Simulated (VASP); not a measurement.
VASP input:

### INCAR
```
ALGO  =  Normal
EDIFF  =  1E-6
ENCUT  =  300
GGA  =  PE
ISIF  =  2
ISMEAR  =  -1
ISPIN  =  2
LASPH  =  .True.
LCHARG  =  .False.
LMAXMIX  =  6
LORBIT  =  11
LREAL  =  .False.
LWAVE  =  .False.
MAGMOM  =  4*7.0
NELM  =  100
PREC  =  Accurate
SIGMA  =  0.1
SYSTEM  =  Gd
```

**KPOINTS**
```
Automatic mesh
0
Gamma
6 6 2
0 0 0
```

**POSCAR**
```
Gd
1
    3.6463880000     0.0000000000     0.0000000000
   -1.8231940000     3.1578640000     0.0000000000
    0.0000000000     0.0000000000    11.7322780000
Gd
4
Direct
  0.0000000000   0.0000000000   0.0000000000
  0.0000000000   0.0000000000   0.5000000000
  0.3333330000   0.6666670000   0.2500000000
  0.6666670000   0.3333330000   0.7500000000
```

POTCAR, in this order: Gd (PBE.64 set). Program: vasp_std.

Problem. Write an equivalent input for Ansatz.

Solution. One equivalent input (not run):
Ansatz 0.2 input:
```yaml
crystal:
  lattice:
    - [3.6463880, 0.0000000, 0.0000000]
    - [-1.8231940, 3.1578640, 0.0000000]
    - [0.0000000, 0.0000000, 11.7322780]
  atoms:
    - { symbol: Gd, position: [0.0000000, 0.0000000, 0.0000000], spin: 7 }
    - { symbol: Gd, position: [0.0000000, 0.0000000, 0.5000000], spin: 7 }
    - { symbol: Gd, position: [0.3333330, 0.6666670, 0.2500000], spin: 7 }
    - { symbol: Gd, position: [0.6666670, 0.3333330, 0.7500000], spin: 7 }
kpoints:
  mp_grid: { grid: [6, 6, 2] }
hamiltonian:
  xc: pbe
  pseudopotentials: { kind: paw }
magnetization: { spin_polarized: true }
scf:
  occupations: { method: fermi_dirac, width: 0.1 }
  max_iter: 100
output: { forces: true, stress: true, eigenvalues: true }
```
Limits of the translation: each code has its own PAW files, so the cut-off isn't converted (ENCUT is set for VASP's; basis.ecutwfc is left out, and Ansatz then takes the one that its files recommend); Ansatz stops its SCF on the density residual and VASP on the energy change (EDIFF).

The structure was generated: Gd was put into an ordered model structure, which need not be its known phase. The cell was not relaxed at this level. The k-mesh is coarse (spacing up to 0.33 per Å, 2π included), so the numbers may not be converged in it. The run is one of a series of settings (KPOINTS 6×6×2 Γ-centred mesh against the base run), some of them coarse on purpose.
